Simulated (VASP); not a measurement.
Method: PBE GGA, VASP's PBE PAW potentials (set 64) (plane waves; VASP).

A VASP calculation is set up with these files.

**POSCAR**
```
AgAs
3.2085120
  1.0000000000   0.0000000000   0.0000000000
  0.0000000000   1.0000000000   0.0000000000
  0.0000000000   0.0000000000   1.0000000000
Ag As
1 1
Cartesian
  0.0000000000   0.0000000000   0.0000000000
  0.5000000000   0.5000000000   0.5000000000
```

### INCAR
```
EDIFF = 1E-6
ISMEAR = 0   ! Gaussian
LMAXMIX = 4   ! l cut-off of mixed one-centre charges
ISIF = 2
PREC = Accurate
ENCUT = 300
LASPH = .TRUE.   ! aspherical one-centre terms
SIGMA = 0.136
LWAVE = .FALSE.
ALGO = Normal   ! blocked Davidson
GGA = PE   ! PBE
SYSTEM = AgAs
LREAL = .FALSE.   ! projection in real space or not
LCHARG = .FALSE.
NELM = 100   ! most electronic steps
```

**KPOINTS**
```
Automatic mesh
0
Gamma
5 5 5
0 0 0
```

POTCAR, in this order: Ag As (PBE.64 set). Program: vasp_std.

Output of the run:

**OSZICAR**
```
       N       E                     dE             d eps       ncg     rms          rms(c)
DAV:   1     0.429767799369E+02    0.42977E+02   -0.53719E+03   272   0.747E+02
DAV:   2    -0.638564408205E+01   -0.49362E+02   -0.45903E+02   272   0.174E+02
DAV:   3    -0.728196669645E+01   -0.89632E+00   -0.88955E+00   284   0.240E+01
DAV:   4    -0.728448465570E+01   -0.25180E-02   -0.25178E-02   252   0.144E+00
DAV:   5    -0.728450076682E+01   -0.16111E-04   -0.16111E-04   280   0.116E-01    0.800E+00
DAV:   6    -0.673857621563E+01    0.54592E+00   -0.24540E+00   240   0.234E+01    0.712E+00
DAV:   7    -0.670853222318E+01    0.30044E-01   -0.16969E-01   240   0.545E+00    0.367E+00
DAV:   8    -0.670068878398E+01    0.78434E-02   -0.12539E-02   260   0.121E+00    0.400E-01
DAV:   9    -0.669973131404E+01    0.95747E-03   -0.22124E-03   252   0.751E-01    0.361E-02
DAV:  10    -0.669973876424E+01   -0.74502E-05   -0.14661E-04   260   0.116E-01    0.178E-02
DAV:  11    -0.669973786790E+01    0.89635E-06   -0.12487E-05   256   0.441E-02    0.552E-03
DAV:  12    -0.669973762120E+01    0.24670E-06   -0.41572E-07   120   0.573E-03
   1 F= -.66997376E+01 E0= -.66967281E+01  d E =-.601909E-02
```

OUTCAR:
```
------------------------ aborting loop because EDIFF is reached ----------------------------------------
  FORCE on cell =-STRESS in cart. coord.  units (eV):
  Direction    XX          YY          ZZ          XY          YZ          ZX
  --------------------------------------------------------------------------------------
  Total        3.4968849      3.4968849      3.4968849      0.0000000      0.0000000      0.0000000
  in kB      169.6215071    169.6215071    169.6215071      0.0000000      0.0000000      0.0000000
  external PRESSURE =     169.6215071 kB  Pullay stress =       0.0000000 kB
  volume of cell :       33.03
      direct lattice vectors                 reciprocal lattice vectors
     3.208512000  0.000000000  0.000000000     0.311670955  0.000000000  0.000000000
     0.000000000  3.208512000  0.000000000     0.000000000  0.311670955  0.000000000
     0.000000000  0.000000000  3.208512000     0.000000000  0.000000000  0.311670955
 POSITION                                       TOTAL-FORCE (eV/Angst)
 -----------------------------------------------------------------------------------
      0.00000      0.00000      0.00000         0.000000      0.000000      0.000000
      1.60426      1.60426      1.60426         0.000000      0.000000      0.000000
 -----------------------------------------------------------------------------------
    total drift:                                0.000000     -0.000000      0.000000
  FREE ENERGIE OF THE ION-ELECTRON SYSTEM (eV)
  ---------------------------------------------------
  free  energy   TOTEN  =        -6.6997376212 eV

  energy  without entropy=       -6.6937185284  energy(sigma->0) =       -6.69672807
```
(Selected blocks of OUTCAR.)

At this cut-off the stress carries a Pulay error, which pulls relaxed volumes low.

The structure was generated: AgAs was put into an ordered model structure, which need not be its known phase. The cell was not relaxed at this level. The k-mesh is coarse (spacing up to 0.39 per Å, 2π included), so the numbers may not be converged in it.
